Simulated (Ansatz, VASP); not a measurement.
**Two plane-wave programs on ReP2**

```
Re P
1.0
     3.06481    0.00000    0.00000
     0.00000    3.06481    0.00000
     0.00000    0.00000    5.47692
Re P
1 2
Cartesian
  0.0000 0.0000 0.0000
  1.5324 0.0000 1.7176
  0.0000 1.5324 3.7593
```

Change from the starting cell: ordered vacancies on the cation sites of zinc blende (P-4m2, No. 115).

Alike in both runs: functional PBE; k mesh 14 × 14 × 8; occupations gaussian, width 0.1 eV; no spin polarisation.

Ansatz relaxed the structure, and its values are those at the end. VASP's run is a single point on that final structure, the one shown.

```csv
,VASP,Ansatz
version,VASP 6.6.1,Ansatz 0.2.0
potentials or method,"VASP PAW PBE potentials, release 64 (Re, P)","scalar-relativistic, plane waves, PAW"
plane-wave cutoff (eV),520,420
valence electrons in the cell,17,25
```

VASP gave:

- gap on the k mesh at the Fermi level (eV): none
- pressure (GPa): 0.6
- rms of the force components (eV/Å): 0.034

Which values does Ansatz return?

gap on the k mesh at the Fermi level (eV): none; pressure (GPa): 0.0; rms of the force components (eV/Å): 0.000.

A gap of «none» marks a metal or a gap that the smearing closes. With one functional, cell and mesh, what is left measures potentials, basis and numerics. The two sets of potentials don't hold the same shells in valence.

Spin-orbit coupling is left out, which matters for the levels of Re.
